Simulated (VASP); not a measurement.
Given:

```
PtSe2
1.0
    1.85922    -3.22027     0.00000
    1.85922     3.22027     0.00000
    0.00000     0.00000     4.84619
Pt Se
1 2
Direct
  0.00000   0.00000   0.00000
  0.33333   0.66667   0.25983
  0.66667   0.33333   0.74017
```

The numbers are results of PBEsol GGA, VASP's PBE PAW potentials (set 64) (plane waves; VASP), not measurements. Settings: 480 eV cut-off, 10×10×6 Γ-centred mesh, first-order Methfessel-Paxton smearing of 0.10 eV, potentials Pt Se.

Without a dispersion term in the relaxation, distances and binding between the weakly bound layers, chains or molecules are unreliable, and so is what depends on them.

Problem. Which forces act on the atoms, in eV/Å?

Solution. 
```
atom     Fx     Fy      Fz
----  -----  -----  ------
Pt1   0.000  0.000   0.000
Se2   0.000  0.000   0.345
Se3   0.000  0.000  -0.345
```

Problem. Give the stress tensor in GPa (positive for a compressed cell).

Solution. 
```
4.92  0.00  0.00
0.00  4.92  0.00
0.00  0.00  3.07
```
The pressure is its mean diagonal, 4.30 GPa.

The compound is PtSe2 in the 1T layered structure. This cell was strained or had an atom moved on purpose.
